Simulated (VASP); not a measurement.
Level of theory: r2SCAN meta-GGA, VASP's PBE PAW potentials (set 64) (plane waves; VASP).

Gaps are without spin-orbit coupling.

### Question
Order these relaxed crystals by band gap, smallest first: PbS, R3m (160); KMgH3, Pm-3m (221); B2O3, P3_121 (152); BeS, F-43m (216).

### Answer
PbS, R3m (160) (0.70 eV), KMgH3, Pm-3m (221) (3.19 eV), BeS, F-43m (216) (3.61 eV), B2O3, P3_121 (152) (7.38 eV)
